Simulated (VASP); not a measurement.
Write the native input for VASP 6.6.1 that does the following.

```yaml
Task: relaxation of cell and atoms
Functional: PBEsol
Potentials_or_basis: VASP PAW PBE potentials, release 64 (Sn_d)
Cutoff: 600 eV
k_mesh: 12 × 12 × 12
Occupations: gaussian, width 0.03 eV
Spin: no spin polarisation
Further_INCAR_settings: ALGO = Normal; EDIFF = 1e-06; IBRION = 2; EDIFFG = -0.01; NSW = 90; ISIF = 3
```

The structure of Sn lies in POSCAR:

```
Sn
1.0
   -2.9196440750      2.9196440750      1.5938000000
    2.9196440750     -2.9196440750      1.5938000000
    2.9196440750      2.9196440750     -1.5938000000
Sn
2
Direct
    0.0000000000      0.0000000000      0.0000000000
    0.7500000000      0.2500000000      0.5000000000
```

These files were run (other wordings do the same):

INCAR

```
ALGO = Normal
EDIFF = 1E-6
EDIFFG = -0.01
ENCUT = 600
GGA = PS
IBRION = 2
ISIF = 3
ISMEAR = 0
KPAR = 4
LASPH = True
LCHARG = False
LREAL = False
LWAVE = False
NELM = 80
NSW = 90
PREC = Accurate
SIGMA = 0.03
```

KPOINTS

```
k-points
0
Gamma
  12 12 12
```

Potentials or basis: VASP PAW PBE potentials, release 64 (Sn_d).

Command:

```sh
$ cat potpaw_PBE.64/Sn_d/POTCAR > POTCAR
$ mpirun -np 4 vasp_std > vasp.out
```

Results of the run:

The relaxed volume is 26.85 Å³/atom. The relaxed cell is a = 4.413 Å, b = 4.413 Å, c = 4.413 Å, α = 97.37°, β = 97.37°, γ = 138.01°, the space group after relaxing (to 0.05 Å) is I4_1/amd (No. 141) and the energy gained by relaxing is 0.8 meV/atom. The ionic steps are 6. The pressure after relaxing is 0.0 GPa. The band gap on the k mesh is none (metal or under the smearing width).

Caveat: the PAW data sets were made with another functional, which shifts forces and pressure a little.

Wall time 2.3 min on 4 MPI ranks on Intel(R) Xeon(R) Platinum 8488C (Sapphire Rapids) (shared host), peak memory 0.33 GiB a rank.
